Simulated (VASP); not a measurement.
# NbC (relaxed from the CsCl type structure, space group Pm-3m): computed properties

Computed with PBEsol GGA, VASP's PBE PAW potentials (set 64) (plane waves; VASP).

- space group = Pm-3m (221)
- cell = a = 2.764 Å, b = 2.764 Å, c = 2.764 Å, α = 90.00°, β = 90.00°, γ = 90.00°
- volume per atom = 10.56 Å^3/atom
- band gap (over mesh and band path) = none (metal, semimetal or under 0.01 eV)
- density = 8.25 g/cm³

```
CELL_PARAMETERS angstrom
      2.76387     0.00000     0.00000
      0.00000     2.76387     0.00000
      0.00000     0.00000     2.76387
ATOMIC_POSITIONS crystal
  Nb 0.00000 0.00000 0.00000
  C  0.50000 0.50000 0.50000
```

The structure was generated: NbC was put into the CsCl type type (Pm-3m), which need not be its known phase. It was relaxed first, which changed the volume by -30 %. Symmetry was kept, so distortions that lower it aren't found. The electron count is odd and the run is not spin-polarised, which forces a metal.
